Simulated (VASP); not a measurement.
Set up this calculation in VASP 6.6.1, as the native input.

| Property | Result |
| --- | --- |
| Task | single point |
| Functional | PBE |
| Potentials or basis | VASP PAW PBE potentials, release 64 (O, H, S) |
| Cutoff | 520 eV |
| k mesh | 1 × 1 × 1 |
| Occupations | fermi-dirac, width 0.05 eV |
| Spin | no spin polarisation |
| Dipole correction | no |
| Further INCAR settings | LREAL = Auto; ALGO = Normal; EDIFF = 1e-07; NBANDS = 55 |

The structure of H18SO8 lies in POSCAR:

```
H18SO8
1.0
    6.6943300000      0.0000000000      0.0000000000
    0.0000000000      6.6943300000      0.0000000000
    0.0000000000      0.0000000000      6.6943300000
O H S
8 18 1
Direct
   -0.0559578031      0.1368322147      0.1717124791
    0.8399048150      0.4314696168      0.7192355322
    0.4487678379      0.4970923154      0.1976896866
    0.5679731952      1.1530653553      0.3780811523
    0.9395861871      0.5018276661      0.3241698572
    0.2373949297      0.4169349285      0.8348258900
    0.8971771634      0.0508639401      0.8063092199
    0.2267142492      0.8210381024      0.1793009905
    0.0725091234      0.0646965417      0.1974058644
   -0.0752278421      0.0925260631      0.0293382609
    0.9658472170      0.4471993463      0.7946426304
    0.8768315873      0.4622568651      0.5784298055
    0.5345120423      0.4082708800      0.2743217021
    0.3573322498      0.4135888132      0.1228352949
    0.6987555140      1.1335712461      0.3127572139
    0.4845593211      1.1017383368      0.2691830250
    1.0438684678      0.5956234605      0.2809691186
    0.9498635412      0.3777375779      0.2493901555
    0.3322065091      0.5158693999      0.7644379647
    0.1955236745      0.3414830162      0.7177865447
    0.8378433689      0.1856795228      0.7587465811
    0.7849777349     -0.0315341490      0.7683218485
    0.2372604876      0.7900267839      0.0427824741
    0.3160435772      0.7212671022      0.2301350546
    0.6360756043      0.6598569237      0.4944184108
    0.4122443919      0.8520792970      0.5657026170
    0.5392324549      0.7397304883      0.6621573780
```

The cell was built by a generator and needn't be a form met in nature.

The input as run:

INCAR

```
SYSTEM = H18SO8
PREC = Accurate
ENCUT = 520
EDIFF = 1E-7
ISMEAR = -1
SIGMA = 0.05
LREAL = Auto
LASPH = .True.
NELM = 100
ALGO = Normal
ISIF = 2
LWAVE = .False.
LCHARG = .False.
GGA = PE
NBANDS = 55
```

KPOINTS

```
regular mesh
0
Gamma
  1 1 1
  0 0 0
```

Potentials or basis: VASP PAW PBE potentials, release 64 (O, H, S).

Command:

```console
$ cat potpaw_PBE.64/O/POTCAR potpaw_PBE.64/H/POTCAR potpaw_PBE.64/S/POTCAR > POTCAR
$ mpirun -np 1 vasp_gam > vasp.out
```

It gave:

- Pressure: 1.8 GPa
- Largest force: 2.041 eV/Å
- Band gap on the k mesh: 4.42 eV, direct

Wall time 24 s on 1 thread of Intel(R) Xeon(R) 6975P-C (Granite Rapids), with other jobs on the host, peak memory 0.32 GiB.
